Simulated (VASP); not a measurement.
An input for Ansatz (written as the equivalent of a VASP run, and not itself run):

Ansatz 0.2 input:
```yaml
crystal:
  lattice:
    - [0.0000000, 2.3012404, 2.3012404]
    - [2.3012404, 0.0000000, 2.3012404]
    - [2.3012404, 2.3012404, 0.0000000]
  atoms:
    - { symbol: B, position: [0.0000000, 0.0000000, 0.0000000] }
    - { symbol: As, position: [0.2500000, 0.2500000, 0.2500000] }
kpoints:
  mp_grid: { grid: [10, 10, 10] }
hamiltonian:
  xc: pbesol
  pseudopotentials: { kind: paw }
scf:
  occupations: { method: gaussian, width: 0.05 }
  max_iter: 100
relax:
  max_steps: 40
  f_tol: 0.02
  cell: { p_target: 30 }
output: { forces: true, stress: true, eigenvalues: true }
```

Problem. Translate this input to VASP (INCAR, KPOINTS, POSCAR, choice of POTCAR).

Solution. Several could match; the one computed here: 
**POSCAR**
```
BAs
1
    0.0000000000     2.3012403744     2.3012403744
    2.3012403744     0.0000000000     2.3012403744
    2.3012403744     2.3012403744     0.0000000000
B As
1 1
Direct
  0.0000000000   0.0000000000   0.0000000000
  0.2500000000   0.2500000000   0.2500000000
```

### INCAR
```
SYSTEM = BAs
PREC = Accurate
ENCUT = 620
EDIFF = 1E-6
NELM = 100
ALGO = Normal
LREAL = .FALSE.
LASPH = .TRUE.
ISMEAR = 0
SIGMA = 0.05
GGA = PS
LMAXMIX = 4
LWAVE = .FALSE.
LCHARG = .FALSE.
IBRION = 2
ISIF = 3
NSW = 40
EDIFFG = -0.02
PSTRESS = 300
```

File KPOINTS:
```
Automatic mesh
0
Gamma
  10 10 10
```

POTCAR, in this order: B As (PBE.64 set). Program: vasp_std.

The two are equivalent in intent, not identical: each code has its own PAW files, so the cut-off isn't converted (ENCUT is set for VASP's; basis.ecutwfc is left out, and Ansatz then takes the one that its files recommend); Ansatz stops its SCF on the density residual and VASP on the energy change (EDIFF).

The structure was generated: BAs was put into the zinc blende type (F-43m), which need not be its known phase. This run relaxes it under an external pressure of 30 GPa. Symmetry was kept, so distortions that lower it aren't found.
